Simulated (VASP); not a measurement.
Ga3Ag (space group Fm-3m): computed properties

Calculation: PBEsol GGA, VASP's PBE PAW potentials (set 64) (plane waves; VASP 6.6.1).

```yaml
space_group: Fm-3m (225)
cell: a = 6.5550 Å, b = 6.5550 Å, c = 6.5550 Å, α = 90.00°, β = 90.00°, γ = 90.00°
volume_per_atom: 17.60 Å³/atom
band gap (over mesh and band path): none (metal, semimetal or under 0.01 eV)
band_gap_with_spin_orbit_coupling: none (metallic)
density: 7.48 g/cm³
```

AgGa3 is modelled in the cubic space group Fm-3m (No. 225), Pearson symbol cF16. Lattice parameters: a = b = c = 6.5550 Å, α = β = γ = 90.00°. Ga1 on 8c is coordinated by 4 Ag at 2.838 Å and 4 Ga at 2.838 Å and 6 Ga at 3.277 Å. Ga2 on 4b sees 8 Ga at 2.838 Å and 6 Ag at 3.277 Å. Ag on 4a is coordinated by 8 Ga at 2.838 Å and 6 Ga at 3.277 Å. (Neighbours: up to the widest gap in distance over summed covalent radii, below 1.35, at either atom.)
(The calculation used a cell of 4 atoms; values per cell refer to that cell.)

The structure comes from a computed database's Ga3Ag entry (Fm-3m); how it stands against other phases isn't given here. It was relaxed first, which changed the volume by -7 %. Symmetry was kept, so distortions that lower it aren't found.
